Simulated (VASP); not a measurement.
A 71-atom supercell of GaN (wurtzite) holds Ga vacancy in charge state +0. It is relaxed twice, with the total moment held at 1 and at 3 μB. Method: PBE GGA, VASP's PBE PAW potentials (set 64) (plane waves; VASP). Numerical set-up: PREC = Normal, LREAL = Auto, ISYM = 0, EDIFF = 1E-5, 400 eV cut-off, 1×1×1 Γ-centred mesh, Gaussian smearing of 0.050 eV, potentials Ga N.

The supercell is sampled at Γ alone, which is coarse: total energies, pressure and levels can be off, energies of defects by several tenths of an eV.

Problem. Which spin state lies lower, and by how much?

Solution. The state with 3 μB lies lower, by 0.08 eV.

The cell is a supercell with a defect, built from GaN (wurtzite).
